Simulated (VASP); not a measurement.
Given:

```yaml
crystal:
  lattice:
    - [0.00000, 3.09060, 3.09060]
    - [3.09060, 0.00000, 3.09060]
    - [3.09060, 3.09060, 0.00000]
  atoms:
    - { symbol: In, position: [0.00000, 0.00000, 0.00000] }
    - { symbol: As, position: [0.25000, 0.25000, 0.25000] }
```

The numbers are results of PBE GGA, VASP's PBE PAW potentials (set 64) (plane waves; VASP 6.6.1), not measurements. Run with 250 eV cut-off, 7×7×7 Γ-centred mesh, Gaussian smearing of 0.050 eV, potentials In_d As.

Unless said otherwise, spin-orbit coupling is left out, though it shifts the bands of the heavy elements here.

Problem. What does the run give for the energy per atom (σ→0), band gap (on the k-mesh) with the smallest direct gap where there is one?

Solution. 
```json
{
  "band gap (on the k-mesh)": "none (metal, semimetal or under 0.01 eV)",
  "energy per atom (σ→0)": "-3.855 eV/atom"
}
```

The absolute energy has meaning only against runs of the same code, potentials and settings.

The compound is InAs in the zinc blende structure. The cell was not relaxed at this level. The run is one of a series of settings (ENCUT = 250 against the base run), some of them coarse on purpose.
